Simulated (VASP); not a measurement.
Output of a VASP run:

**OUTCAR**
```
 ion  position               nearest neighbor table
   1  0.000  0.000  0.000-   2 2.51   2 2.51   2 2.51   2 2.51
   2  0.250  0.250  0.250-   1 2.51   1 2.51   1 2.51   1 2.51
  LATTYP: Found a face centered cubic cell.
 ALAT       =     5.7983864688
 Subroutine PRICEL returns:
 Original cell was already a primitive cell.
 Subroutine GETGRP returns: Found 24 space group operations
The static configuration has the point symmetry T_d .
The dynamic configuration has the point symmetry T_d .
 Subroutine INISYM returns: Found 24 space group operations
 Subroutine IBZKPT returns following result:
 Found     29 irreducible k-points:

 Following reciprocal coordinates:
            Coordinates               Weight
  0.000000  0.000000  0.000000      1.000000
  0.125000  0.000000  0.000000      8.000000
  0.250000  0.000000  0.000000      8.000000
  0.375000  0.000000  0.000000      8.000000
  0.500000  0.000000  0.000000      4.000000
  0.125000  0.125000  0.000000      6.000000
  0.250000  0.125000  0.000000     24.000000
  0.375000  0.125000  0.000000     24.000000
  0.500000  0.125000  0.000000     24.000000
 -0.375000  0.125000  0.000000     24.000000
 -0.250000  0.125000  0.000000     24.000000
 -0.125000  0.125000  0.000000     12.000000
  0.250000  0.250000  0.000000      6.000000
  0.375000  0.250000  0.000000     24.000000
  0.500000  0.250000  0.000000     24.000000
 -0.375000  0.250000  0.000000     24.000000
 -0.250000  0.250000  0.000000     12.000000
  0.375000  0.375000  0.000000      6.000000
  0.500000  0.375000  0.000000     24.000000
 -0.375000  0.375000  0.000000     12.000000
  0.500000  0.500000  0.000000      3.000000
  0.375000  0.250000  0.125000     24.000000
  0.500000  0.250000  0.125000     48.000000
 -0.375000  0.250000  0.125000     24.000000
  0.500000  0.375000  0.125000     24.000000
 -0.375000  0.375000  0.125000     48.000000
 -0.250000  0.375000  0.125000     24.000000
 -0.375000  0.500000  0.125000     12.000000
 -0.250000  0.500000  0.250000      6.000000
   k-points           NKPTS =     29   k-points in BZ     NKDIM =     29   number of bands    NBANDS=     13
   number of dos      NEDOS =    301   number of ions     NIONS =      2
   total plane-waves  NPLWV =  27000
   dimension x,y,z NGX =    30 NGY =   30 NGZ =   30
   dimension x,y,z NGXF=    60 NGYF=   60 NGZF=   60
   ions per type =               1   1
   PREC   = accura    normal or accurate (medium, high low for compatibility)
   ISTART =      0    job   : 0-new  1-cont  2-samecut
   ICHARG =      2    charge: 1-file 2-atom 10-const
   ISPIN  =      1    spin polarized calculation?
   LNONCOLLINEAR =      F non collinear calculations
   LSORBIT =      F    spin-orbit coupling
   INIWAV =      1    electr: 0-lowe 1-rand  2-diag
   ENCUT  =  500.0 eV  36.75 Ry    6.06 a.u.   7.48  7.48  7.48*2*pi/ulx,y,z
   NELM   =    100;   NELMIN=  2; NELMDL= -5     # of ELM steps
   EDIFF  = 0.1E-05   stopping-criterion for ELM
   LREAL  =      F    real-space projection
   NLSPLINE    = F    spline interpolate recip. space projectors
   LMAXMIX     =    4 max onsite mixed and CHGCAR
   VOSKOWN=      0    Vosko Wilk Nusair interpolation
   EDIFFG = -.2E-01   stopping-criterion for IOM
   NSW    =     40    number of steps for IOM
   NBLOCK =      1;   KBLOCK =     40    inner block; outer block
   IBRION =      2    ionic relax: 0-MD 1-quasi-New 2-CG
   NFREE  =      1    steps in history (QN), initial steepest desc. (CG)
   ISIF   =      3    stress and relaxation
   ISYM   =      2    0-nonsym 1-usesym 2-fastsym
   TEIN   =    0.0    initial temperature
   TEBEG  =    0.0;   TEEND  =   0.0 temperature during run
   SMASS  =  -3.00    Nose mass-parameter (am)
   PSTRESS=  100.0 pullay stress
   NELECT =      18.0000    total number of electrons
   EFERMI =   0.00;   METHOD = LEGACY
   ISMEAR =     0;   SIGMA  =   0.05  broadening in eV -4-tet -1-fermi 0-gaus
   IALGO  =     38    algorithm
...
```

### OSZICAR
```
       N       E                     dE             d eps       ncg     rms          rms(c)
DAV:   1     0.790354915725E+02    0.79035E+02   -0.88920E+03   762   0.176E+03
DAV:   2    -0.304056480257E+01   -0.82076E+02   -0.79527E+02   844   0.310E+02
DAV:   3    -0.855330721454E+01   -0.55127E+01   -0.54572E+01   914   0.721E+01
DAV:   4    -0.864907238221E+01   -0.95765E-01   -0.95744E-01   871   0.106E+01
DAV:   5    -0.865171988082E+01   -0.26475E-02   -0.26475E-02   949   0.154E+00    0.406E+00
DAV:   6    -0.853107182710E+01    0.12065E+00   -0.96124E-02  1014   0.582E+00    0.240E+00
DAV:   7    -0.848141103280E+01    0.49661E-01   -0.92017E-02   824   0.262E+00    0.341E-01
DAV:   8    -0.848134810585E+01    0.62927E-04   -0.60261E-03   892   0.115E+00    0.143E-01
DAV:   9    -0.848138831881E+01   -0.40213E-04   -0.47581E-04   823   0.197E-01    0.476E-02
DAV:  10    -0.848137858391E+01    0.97349E-05   -0.21947E-05   933   0.451E-02    0.128E-02
DAV:  11    -0.848138133736E+01   -0.27535E-05   -0.45541E-06   839   0.202E-02    0.484E-03
DAV:  12    -0.848138129474E+01    0.42625E-07   -0.20726E-07   437   0.427E-03
   1 F= -.54394395E+01 E0= -.54394395E+01  d E =-.543944E+01
```

File OUTCAR:
```
------------------------ aborting loop because EDIFF is reached ----------------------------------------
  FORCE on cell =-STRESS in cart. coord.  units (eV):
  Direction    XX          YY          ZZ          XY          YZ          ZX
  --------------------------------------------------------------------------------------
  Total        3.0074732      3.0074732      3.0074732     -0.0000000      0.0000000     -0.0000000
  in kB       98.8668874     98.8668874     98.8668874     -0.0000000      0.0000000     -0.0000000
  external PRESSURE =      -1.1331126 kB  Pullay stress =     100.0000000 kB
  volume of cell :       48.74
      direct lattice vectors                 reciprocal lattice vectors
     0.000000000  2.899193234  2.899193234    -0.172461771  0.172461771  0.172461771
     2.899193234  0.000000000  2.899193234     0.172461771 -0.172461771  0.172461771
     2.899193234  2.899193234  0.000000000     0.172461771  0.172461771 -0.172461771
  FREE ENERGIE OF THE ION-ELECTRON SYSTEM (eV)
  ---------------------------------------------------
  free  energy   TOTEN  =        -8.4813812947 eV

  energy  without entropy=       -8.4813812947  energy(sigma->0) =       -8.48138129
  enthalpy is  TOTEN    =        -5.4394394935 eV   P V=        3.0419418013

 reached required accuracy - stopping structural energy minimisation
```
(Selected blocks of OUTCAR.)

File POSCAR:
```
GaSb
1
    0.0000000000     2.8991932344     2.8991932344
    2.8991932344     0.0000000000     2.8991932344
    2.8991932344     2.8991932344     0.0000000000
Ga Sb
1 1
Direct
  0.0000000000   0.0000000000   0.0000000000
  0.2500000000   0.2500000000   0.2500000000
```

Task: Write an INCAR and KPOINTS that could have produced this output.

Result: One answer among several that fit: the input of the run itself, LDA (Ceperley-Alder, Perdew-Zunger), plane waves, VASP's LDA PAW potentials (set 64).

INCAR:
```
LCHARG  =  .False.
SYSTEM  =  GaSb
SIGMA  =  0.05   # width (eV)
ENCUT  =  500
IBRION  =  2   # conjugate gradients
LASPH  =  .True.   # aspherical one-centre terms
ISIF  =  3   # ions, shape and volume
NELM  =  100   # most electronic steps
LMAXMIX  =  4
LWAVE  =  .False.
EDIFF  =  1E-6   # SCF stop (eV)
PREC  =  Accurate
NSW  =  40   # most ionic steps
ALGO  =  Normal   # blocked Davidson
ISMEAR  =  0   # Gaussian
LREAL  =  .False.
EDIFFG  =  -0.02   # ionic stop
PSTRESS  =  100   # kbar
```

### KPOINTS
```
Automatic mesh
0
Gamma
8 8 8
0 0 0
```

POTCAR, in this order: Ga_d Sb (LDA.64 set). Program: vasp_std.

The compound is GaSb in the zinc blende structure. It was relaxed first under an external pressure of 10 GPa.
